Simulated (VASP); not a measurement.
Input:

```yaml
crystal:
  lattice:
    - [4.09895, 0.00000, 0.00000]
    - [0.00000, 4.09895, 0.00000]
    - [0.00000, 0.00000, 4.09895]
  atoms:
    - { symbol: K, position: [0.00000, 0.00000, 0.00000] }
    - { symbol: Zn, position: [0.50000, 0.50000, 0.50000] }
    - { symbol: F, position: [0.50000, 0.00000, 0.50000] }
    - { symbol: F, position: [0.00000, 0.50000, 0.50000] }
    - { symbol: F, position: [0.50000, 0.50000, 0.00000] }
```

Computed with PBE GGA with D3 dispersion (Becke-Johnson damping), VASP's PBE PAW potentials (set 64) (plane waves; VASP). Numerical set-up: 520 eV cut-off, 6×6×6 Γ-centred mesh, tetrahedra with Blöchl corrections, potentials K_sv Zn F.

The cores are frozen, which limits the accuracy of field gradients.

Question: Give the principal components of the electric field gradient (V/Å²) and the asymmetry η at each nucleus.

Answer: 
| atom | Vxx | Vyy | Vzz | η |
|---|---|---|---|---|
| K1 | 0.0 | 0.0 | 0.0 | - |
| Zn2 | 0.0 | 0.0 | 0.0 | - |
| F3 | -51.4 | -51.4 | 102.8 | 0.00 |
| F4 | -51.4 | -51.4 | 102.8 | 0.00 |
| F5 | -51.4 | -51.4 | 102.8 | 0.00 |

The compound is KZnF3 in the cubic perovskite structure. It was relaxed first.
